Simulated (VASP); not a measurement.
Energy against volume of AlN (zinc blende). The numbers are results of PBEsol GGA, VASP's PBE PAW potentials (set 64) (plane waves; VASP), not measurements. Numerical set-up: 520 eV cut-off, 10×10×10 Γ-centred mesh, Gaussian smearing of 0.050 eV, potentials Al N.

```
V (Å³/atom)  E (eV/atom)
-----------  -----------
10.171          -7.79926
10.486          -7.80569
10.800          -7.80020
11.115          -7.78442
```

Q: Fit these four points and predict the energy of the run at 9.857 Å³/atom.

A: A cubic in V^(−2/3), the third-order Birch-Murnaghan form, passes through the four points with V0 = 10.49 Å³/atom and B0 = 202 GPa, and gives -7.7790 eV/atom there. The run gave -7.7790 eV/atom, -0.0 meV/atom from the fit; all five points give B0 = 202 GPa.

The compound is AlN in the zinc blende structure, a metastable form; wurtzite is the usual one. It was relaxed first.
